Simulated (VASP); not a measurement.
Computed with PBE GGA, VASP's PBE PAW potentials (set 64) (plane waves; VASP).

VASP input:

**INCAR**
```
ALGO  =  Fast
EDIFF  =  1E-5
EDIFFG  =  -0.03
ENCUT  =  400
GGA  =  PE
IBRION  =  2
ISIF  =  2
ISMEAR  =  0
ISPIN  =  2
ISYM  =  0
LASPH  =  .TRUE.
LCHARG  =  .FALSE.
LORBIT  =  10
LREAL  =  Auto
LWAVE  =  .FALSE.
MAGMOM  =  63*0.0159
NELM  =  100
NELMIN  =  4
NSW  =  60
NUPDOWN  =  1
PREC  =  Normal
SIGMA  =  0.05
SYSTEM  =  Na32Cl31
```

**POSCAR**
```
Na32Cl31
1.0
 11.3688618036   0.0000000000   0.0000000000
  0.0000000000  11.3688618036   0.0000000000
  0.0000000000   0.0000000000  11.3688618036
Na Cl
32 31
Cart
  5.6844309018   0.0000000000   0.0000000000
  8.5266463527   2.8422154509   0.0000000000
  8.5266463527   0.0000000000   2.8422154509
  0.0000000000   0.0000000000   0.0000000000
  2.8422154509   2.8422154509   0.0000000000
  5.6731075154   5.6678437324   0.0013301568
  8.5266463527   8.5266463527   0.0000000000
  2.8422154509   0.0000000000   2.8422154509
  5.6416839814   2.7950460433   2.8071879877
  8.5313416926   5.7315320963   2.8822565822
  5.6844309018   0.0000000000   5.6844309018
  8.5266463527   2.8422154509   5.6844309018
  8.5266463527   0.0000000000   8.5266463527
  0.0000000000   5.6844309018   0.0000000000
  2.8422154509   8.5266463527   0.0000000000
  0.0000000000   2.8422154509   2.8422154509
  2.8540731738   5.6607836692   2.8598371867
  5.6950948942   8.5458824669   2.8462855034
  0.0000000000   0.0000000000   5.6844309018
  2.8422154509   2.8422154509   5.6844309018
  5.6966637971   5.7316344160   5.7011203909
  8.5266463527   8.5266463527   5.6844309018
  2.8422154509   0.0000000000   8.5266463527
  5.6844309018   2.8422154509   8.5266463527
  8.5266463527   5.6844309018   8.5266463527
  0.0000000000   8.5266463527   2.8422154509
  0.0000000000   5.6844309018   5.6844309018
  2.8422154509   8.5266463527   5.6844309018
  0.0000000000   2.8422154509   8.5266463527
  2.8422154509   5.6844309018   8.5266463527
  5.6844309018   8.5266463527   8.5266463527
  0.0000000000   8.5266463527   8.5266463527
  8.5266463527   2.8422154509   2.8422154509
  0.0000000000   5.6844309018   2.8422154509
  0.0000000000   2.8422154509   5.6844309018
  2.8422154509   2.8422154509   2.8422154509
  8.5266463527   8.5266463527   2.8422154509
  0.0000000000   0.0000000000   2.8422154509
  5.6844309018   2.8422154509   5.6844309018
  8.5266463527   5.6844309018   5.6844309018
  0.0000000000   8.5266463527   5.6844309018
  8.5266463527   2.8422154509   8.5266463527
  0.0000000000   5.6844309018   8.5266463527
  0.0000000000   2.8422154509   0.0000000000
  2.8422154509   8.5266463527   2.8422154509
  5.6844309018   0.0000000000   2.8422154509
  2.8422154509   5.6844309018   5.6844309018
  5.6844309018   8.5266463527   5.6844309018
  8.5266463527   0.0000000000   5.6844309018
  2.8422154509   2.8422154509   8.5266463527
  5.6844309018   5.6844309018   8.5266463527
  8.5266463527   8.5266463527   8.5266463527
  0.0000000000   0.0000000000   8.5266463527
  5.6844309018   2.8422154509   0.0000000000
  8.5266463527   5.6844309018   0.0000000000
  0.0000000000   8.5266463527   0.0000000000
  2.8422154509   0.0000000000   5.6844309018
  2.8422154509   8.5266463527   8.5266463527
  5.6844309018   0.0000000000   8.5266463527
  2.8422154509   5.6844309018   0.0000000000
  5.6844309018   8.5266463527   0.0000000000
  8.5266463527   0.0000000000   0.0000000000
  2.8422154509   0.0000000000   0.0000000000
```

**KPOINTS**
```
K-points
0
Gamma
  1 1 1
0 0 0
```

POTCAR, in this order: Na_pv Cl (PBE.64 set). Program: vasp_gam.

Output of the run:

OUTCAR:
```
 ion  position               nearest neighbor table
   1  0.500  0.000  0.000-
   2  0.750  0.250  0.000-
   3  0.750  0.000  0.250-
   4  0.000  0.000  0.000-
   5  0.250  0.250  0.000-
   6  0.499  0.499  0.000-
   7  0.750  0.750  0.000-
   8  0.250  0.000  0.250-
   9  0.496  0.246  0.247-
  10  0.750  0.504  0.254-
  11  0.500  0.000  0.500-
  12  0.750  0.250  0.500-
  13  0.750  0.000  0.750-
  14  0.000  0.500  0.000-
  15  0.250  0.750  0.000-
  16  0.000  0.250  0.250-
  17  0.251  0.498  0.252-
  18  0.501  0.752  0.250-
  19  0.000  0.000  0.500-
  20  0.250  0.250  0.500-
  21  0.501  0.504  0.501-
  22  0.750  0.750  0.500-
  23  0.250  0.000  0.750-
  24  0.500  0.250  0.750-
  25  0.750  0.500  0.750-
  26  0.000  0.750  0.250-
  27  0.000  0.500  0.500-
  28  0.250  0.750  0.500-
  29  0.000  0.250  0.750-
  30  0.250  0.500  0.750-
  31  0.500  0.750  0.750-
  32  0.000  0.750  0.750-
  33  0.750  0.250  0.250-
  34  0.000  0.500  0.250-
  35  0.000  0.250  0.500-
  36  0.250  0.250  0.250-
  37  0.750  0.750  0.250-
  38  0.000  0.000  0.250-
  39  0.500  0.250  0.500-
...
```

### OSZICAR
```
       N       E                     dE             d eps       ncg     rms          rms(c)
DAV:   1     0.588980360869E+04    0.58898E+04   -0.19906E+05  1188   0.154E+03
DAV:   2     0.796018422191E+03   -0.50938E+04   -0.49533E+04  1260   0.437E+02
DAV:   3    -0.128795175267E+03   -0.92481E+03   -0.90496E+03  1237   0.200E+02
DAV:   4    -0.213919059915E+03   -0.85124E+02   -0.84535E+02  1271   0.535E+01
DAV:   5    -0.217066793729E+03   -0.31477E+01   -0.31378E+01  1344   0.113E+01    0.130E+01
RMM:   6    -0.210755448656E+03    0.63113E+01   -0.11226E+01  1161   0.462E+00    0.876E+00
RMM:   7    -0.210364697592E+03    0.39075E+00   -0.81295E+00  1207   0.347E+00    0.714E+00
RMM:   8    -0.210586944021E+03   -0.22225E+00   -0.15924E+00  1382   0.213E+00    0.530E+00
RMM:   9    -0.210962054055E+03   -0.37511E+00   -0.21173E+00  1198   0.202E+00    0.448E+00
RMM:  10    -0.210686386308E+03    0.27567E+00   -0.36558E-01  1200   0.102E+00    0.207E+00
RMM:  11    -0.210665998920E+03    0.20387E-01   -0.16832E-01  1152   0.579E-01    0.941E-01
RMM:  12    -0.210674495956E+03   -0.84970E-02   -0.61142E-02  1390   0.385E-01    0.331E-01
RMM:  13    -0.210674975049E+03   -0.47909E-03   -0.10792E-02  1390   0.147E-01    0.545E-02
RMM:  14    -0.210675129748E+03   -0.15470E-03   -0.11441E-03  1127   0.637E-02    0.309E-02
RMM:  15    -0.210675173698E+03   -0.43949E-04   -0.26845E-04  1161   0.268E-02    0.281E-02
RMM:  16    -0.210675183966E+03   -0.10268E-04   -0.29941E-05   726   0.109E-02    0.259E-02
RMM:  17    -0.210675189075E+03   -0.51095E-05   -0.10275E-05   642   0.712E-03
   1 F= -.21067519E+03 E0= -.21067519E+03  d E =-.210675E+03  mag=     1.0000
       N       E                     dE             d eps       ncg     rms          rms(c)
DAV:   1    -0.210677781201E+03   -0.25972E-02   -0.73655E-01  1200   0.122E+00    0.193E-01
RMM:   2    -0.210679187009E+03   -0.14058E-02   -0.15072E-02  1387   0.257E-01    0.640E-02
RMM:   3    -0.210679403748E+03   -0.21674E-03   -0.24362E-03  1210   0.108E-01    0.559E-02
RMM:   4    -0.210679453934E+03   -0.50187E-04   -0.74859E-04  1376   0.506E-02    0.444E-02
RMM:   5    -0.210679439861E+03    0.14073E-04   -0.23181E-05   700   0.111E-02    0.358E-02
RMM:   6    -0.210679425195E+03    0.14666E-04   -0.10152E-04   886   0.140E-02    0.135E-02
RMM:   7    -0.210679427608E+03   -0.24128E-05   -0.33231E-05   838   0.972E-03
   2 F= -.21067943E+03 E0= -.21067943E+03  d E =-.423853E-02  mag=     1.0000
       N       E                     dE             d eps       ncg     rms          rms(c)
DAV:   1    -0.210673288975E+03    0.61362E-02   -0.66383E+00  1176   0.369E+00    0.586E-01
RMM:   2    -0.210685492291E+03   -0.12203E-01   -0.13154E-01  1359   0.785E-01    0.152E-01
RMM:   3    -0.210688020996E+03   -0.25287E-02   -0.27835E-02  1271   0.359E-01    0.190E-01
RMM:   4    -0.210688349729E+03   -0.32873E-03   -0.52548E-03  1467   0.145E-01    0.150E-01
RMM:   5    -0.210688197393E+03    0.15234E-03   -0.25861E-04  1045   0.312E-02    0.120E-01
RMM:   6    -0.210688083820E+03    0.11357E-03   -0.18239E-03  1246   0.494E-02    0.451E-02
RMM:   7    -0.210688062099E+03    0.21721E-04   -0.93432E-05   980   0.232E-02    0.365E-02
RMM:   8    -0.210688035412E+03    0.26687E-04   -0.37548E-04  1088   0.216E-02    0.158E-02
RMM:   9    -0.210688023566E+03    0.11846E-04   -0.19887E-05   782   0.103E-02    0.166E-02
RMM:  10    -0.210688020952E+03    0.26141E-05   -0.11110E-05   659   0.606E-03
   3 F= -.21068802E+03 E0= -.21068802E+03  d E =-.128319E-01  mag=     1.0000
       N       E                     dE             d eps       ncg     rms          rms(c)
DAV:   1    -0.210623742035E+03    0.64282E-01   -0.26620E+01  1176   0.757E+00    0.118E+00
RMM:   2    -0.210674232646E+03   -0.50491E-01   -0.54700E-01  1351   0.160E+00    0.273E-01
RMM:   3    -0.210687115590E+03   -0.12883E-01   -0.14153E-01  1356   0.770E-01    0.394E-01
RMM:   4    -0.210687392666E+03   -0.27708E-03   -0.10612E-02  1402   0.242E-01    0.303E-01
RMM:   5    -0.210686697905E+03    0.69476E-03   -0.14562E-03  1225   0.729E-02    0.227E-01
RMM:   6    -0.210686408729E+03    0.28918E-03   -0.66754E-03  1312   0.926E-02    0.887E-02
RMM:   7    -0.210686312227E+03    0.96503E-04   -0.28106E-04  1154   0.417E-02    0.738E-02
RMM:   8    -0.210686150244E+03    0.16198E-03   -0.11225E-03  1148   0.403E-02    0.226E-02
RMM:   9    -0.210686137244E+03    0.13000E-04   -0.56458E-05  1084   0.190E-02    0.315E-02
RMM:  10    -0.210686132007E+03    0.52367E-05   -0.17425E-05   787   0.892E-03
   4 F= -.21068613E+03 E0= -.21068613E+03  d E =-.109429E-01  mag=     1.0000
       N       E                     dE             d eps       ncg     rms          rms(c)
DAV:   1    -0.210671487019E+03    0.14650E-01   -0.85135E+00  1168   0.440E+00    0.663E-01
RMM:   2    -0.210687113969E+03   -0.15627E-01   -0.16859E-01  1356   0.899E-01    0.171E-01
RMM:   3    -0.210690677346E+03   -0.35634E-02   -0.39169E-02  1309   0.414E-01    0.212E-01
RMM:   4    -0.210690783843E+03   -0.10650E-03   -0.35026E-03  1429   0.142E-01    0.170E-01
RMM:   5    -0.210690543490E+03    0.24035E-03   -0.45925E-04  1078   0.400E-02    0.123E-01
RMM:   6    -0.210690472266E+03    0.71224E-04   -0.19819E-03  1334   0.503E-02    0.495E-02
RMM:   7    -0.210690438773E+03    0.33493E-04   -0.73637E-05   983   0.218E-02    0.406E-02
RMM:   8    -0.210690406893E+03    0.31880E-04   -0.48546E-04  1160   0.243E-02    0.164E-02
RMM:   9    -0.210690392489E+03    0.14404E-04   -0.22860E-05   826   0.109E-02    0.169E-02
RMM:  10    -0.210690389499E+03    0.29896E-05   -0.17133E-05   764   0.638E-03
   5 F= -.21069039E+03 E0= -.21069039E+03  d E =-.152004E-01  mag=     1.0000
```

OUTCAR:
```
------------------------ aborting loop because EDIFF is reached ----------------------------------------
  FORCE on cell =-STRESS in cart. coord.  units (eV):
  Direction    XX          YY          ZZ          XY          YZ          ZX
  --------------------------------------------------------------------------------------
  Total       -0.0345071      0.0540662     -0.0046844      0.0069321      0.0034144      0.0023440
  in kB       -0.0376243      0.0589502     -0.0051076      0.0075583      0.0037229      0.0025557
  external PRESSURE =       0.0054061 kB  Pullay stress =       0.0000000 kB
  volume of cell :     1469.44
      direct lattice vectors                 reciprocal lattice vectors
    11.368861804  0.000000000  0.000000000     0.087959553  0.000000000  0.000000000
     0.000000000 11.368861804  0.000000000     0.000000000  0.087959553  0.000000000
     0.000000000  0.000000000 11.368861804     0.000000000  0.000000000  0.087959553
  FREE ENERGIE OF THE ION-ELECTRON SYSTEM (eV)
  ---------------------------------------------------
  free  energy   TOTEN  =      -210.6903894990 eV

  energy  without entropy=     -210.6903894990  energy(sigma->0) =     -210.69038950

 total charge

# of ion       s       p       d       tot
------------------------------------------
    1        0.041   5.977   0.000   6.018
    2        0.041   5.977   0.000   6.018
    3        0.041   5.977   0.000   6.018
    4        0.041   5.977   0.000   6.018
    5        0.041   5.977   0.000   6.018
    6        0.046   5.975   0.000   6.021
    7        0.041   5.977   0.000   6.018
    8        0.041   5.977   0.000   6.018
    9        0.046   5.975   0.000   6.021
   10        0.046   5.975   0.000   6.021
   11        0.041   5.977   0.000   6.018
   12        0.041   5.977   0.000   6.017
   13        0.041   5.977   0.000   6.018
   14        0.041   5.976   0.000   6.018
   15        0.041   5.977   0.000   6.018
   16        0.041   5.977   0.000   6.018
   17        0.046   5.975   0.000   6.021
   18        0.046   5.975   0.000   6.021
   19        0.041   5.977   0.000   6.018
   20        0.041   5.977   0.000   6.018
   21        0.046   5.975   0.000   6.021
   22        0.041   5.977   0.000   6.018
   23        0.041   5.977   0.000   6.018
   24        0.041   5.977   0.000   6.018
   25        0.041   5.977   0.000   6.018
   26        0.041   5.977   0.000   6.018
   27        0.041   5.977   0.000   6.018
   28        0.041   5.977   0.000   6.018
   29        0.041   5.977   0.000   6.018
   30        0.041   5.977   0.000   6.018
   31        0.041   5.977   0.000   6.018
   32        0.041   5.977   0.000   6.018
   33        1.589   3.574   0.000   5.163
   34        1.588   3.578   0.000   5.166
   35        1.588   3.578   0.000   5.166
   36        1.589   3.574   0.000   5.163
   37        1.589   3.574   0.000   5.163
   38        1.588   3.577   0.000   5.166
   39        1.589   3.574   0.000   5.163
   40        1.589   3.574   0.000   5.164
   41        1.588   3.578   0.000   5.166
   42        1.588   3.578   0.000   5.166
   43        1.588   3.577   0.000   5.166
   44        1.588   3.578   0.000   5.166
   45        1.589   3.574   0.000   5.164
   46        1.588   3.579   0.000   5.167
   47        1.589   3.574   0.000   5.164
   48        1.589   3.574   0.000   5.163
   49        1.588   3.578   0.000   5.166
   50        1.588   3.578   0.000   5.166
   51        1.588   3.578   0.000   5.167
   52        1.588   3.578   0.000   5.166
   53        1.588   3.578   0.000   5.166
   54        1.589   3.574   0.000   5.163
   55        1.589   3.574   0.000   5.163
   56        1.588   3.578   0.000   5.166
   57        1.588   3.578   0.000   5.166
   58        1.588   3.578   0.000   5.166
   59        1.588   3.577   0.000   5.166
   60        1.589   3.574   0.000   5.163
   61        1.589   3.574   0.000   5.164
   62        1.588   3.578   0.000   5.166
   63        1.588   3.578   0.000   5.166
--------------------------------------------------
tot         50.590 302.114   0.000 352.704

 magnetization (x)

# of ion       s       p       d       tot
------------------------------------------
    1        0.001   0.000   0.000   0.001
    2        0.001  -0.000   0.000   0.001
    3        0.001   0.000   0.000   0.001
    4        0.000   0.000   0.000   0.000
    5        0.001  -0.000   0.000   0.001
    6        0.009   0.003   0.000   0.011
    7        0.001  -0.000   0.000   0.001
    8        0.001   0.000   0.000   0.001
    9        0.008   0.003   0.000   0.011
   10        0.009   0.003   0.000   0.011
   11        0.001   0.000   0.000   0.001
   12        0.001  -0.000   0.000   0.001
   13        0.000   0.000   0.000   0.000
   14        0.001   0.000   0.000   0.001
   15        0.001  -0.000   0.000   0.001
   16        0.001   0.000   0.000   0.001
   17        0.009   0.003   0.000   0.012
   18        0.008   0.003   0.000   0.011
...
```
(Selected blocks of OUTCAR.)

### CONTCAR
```
Na32Cl31
   1.00000000000000
    11.3688618035999998    0.0000000000000000    0.0000000000000000
     0.0000000000000000   11.3688618035999998    0.0000000000000000
     0.0000000000000000    0.0000000000000000   11.3688618035999998
  Na              Cl
    32    31
Direct
     0.5000479653541000    0.9996296167721956    0.9994802842741279
     0.7504444382279334    0.2501607091153060    0.0002595387535158
     0.7504351059658718    0.0006432387061542    0.2500429830927462
     0.9999706179849929    0.0000324634243437    0.0000027632499117
     0.2494007975626887    0.2498502432990529    0.9994082042973830
     0.4998333021867518    0.4996458428736826    0.9989473468589767
     0.7501122003929738    0.7499152802102881    0.9995522311175985
     0.2494698815253084    0.9994991991705958    0.2500370635827923
     0.4989582284986377    0.2463530125496075    0.2492037870294075
     0.7514472778151723    0.5012642404531489    0.2512283550781582
     0.5000528431840328    0.0005631499992999    0.5004339960516686
     0.7497652653805812    0.2497065332998856    0.4997512876612935
     0.7500085756309994    0.0000303070131511    0.7499865353239673
     0.9997912364962012    0.4999497957901090    0.0000074094581193
     0.2498834999210849    0.7500508847709897    0.0000209726410503
     0.9993096651332789    0.2499607546740149    0.2499152509085375
     0.2494194565040668    0.4994864313611396    0.2507515198734628
     0.4999403201115397    0.7522958842890171    0.2497237192754659
     0.9999682058544457    0.0000257793347294    0.5000021616084053
     0.2501562759329347    0.2498709072366210    0.5005395718017017
     0.5002298233610697    0.5013876999682314    0.5021404805093049
     0.7505241401297630    0.7505609793913036    0.5005714383885524
     0.2499951332011074    0.0000390428693108    0.7499887807643032
     0.4999944369685544    0.2498502594435364    0.7494553974715514
     0.7502087892130599    0.4999608231764772    0.7504534305440121
     0.0004873926595818    0.7500970625455250    0.2499287639252958
     0.0002206409317594    0.4999664607367165    0.5001639049313595
     0.2495360427097599    0.7501919459447098    0.5000304045154164
     0.9999983678466454    0.2500130085718579    0.7500558557822379
     0.2498008724694155    0.4999377247901181    0.7500234633090643
     0.5000139744238044    0.7502297900604720    0.7504505345329028
     0.9999894895816511    0.7499807046567335    0.7500486563367696
     0.7485233694205987    0.2512604422054887    0.2499865090989142
     0.0002662642305310    0.5001091316472799    0.2502603939502808
     0.0001297617418120    0.2501320030802758    0.4999165730996367
     0.2502506315882205    0.2502905323218350    0.2498570872338812
     0.7492458476990540    0.7500706341011133    0.2502680967885533
     0.0000749651404988    0.9999343486051864    0.2500158756974714
     0.4998105369241594    0.2513050152227350    0.4986693614957072
     0.7493381381801788    0.5004759248165296    0.4998679441827645
     0.9998579114502394    0.7498637863548044    0.4998747271097368
     0.7498945407505092    0.2500988940417714    0.7500223447994372
     0.0000094437466404    0.5000238417358804    0.7498851752114253
     0.0002241969432406    0.2499933273053538    0.0000546999419604
     0.2510965517223692    0.7490212186411921    0.2501388161232012
     0.4998658688602078    0.9994113185752225    0.2498951815182026
     0.2510194407623540    0.5000963076944508    0.4994488117535301
     0.5001754563770344    0.7500223748508310    0.4992288916485281
     0.7498594719477927    0.9996930456646020    0.4998692134828642
     0.2500936258396360    0.2500778240211626    0.7501172336304676
     0.4999984324971664    0.5001374442421056    0.7501873421008648
     0.7498399013464375    0.7498962109784177    0.7497996642054179
     0.0000121636395044    0.9999729135274390    0.7499869954037702
     0.4996885913476525    0.2504002627520441    0.0003735476847477
     0.7489063156750042    0.5001555702184227    0.0013160645839532
     0.9999579775439770    0.7499892940639700    0.0001076427647430
     0.2501657662726568    0.9999533400880437    0.4997949353895452
     0.2501644425674543    0.7498980721125654    0.7498978241270237
     0.4999857709770422    0.9999189400436624    0.7500551375693445
     0.2507893355118022    0.4997573720516312    0.0010826455131978
     0.5000381131640284    0.7491146894018335    0.0009606442072663
     0.7497780998172101    0.9999053848204834    0.0001589196235182
     0.2502388031552188    0.0001697583153431    0.0002296071109849
```

The supercell is sampled at Γ alone, which is coarse: total energies, pressure and levels can be off, energies of defects by several tenths of an eV.

The cell is a supercell with a defect, built from NaCl (rock salt): vac_Cl.
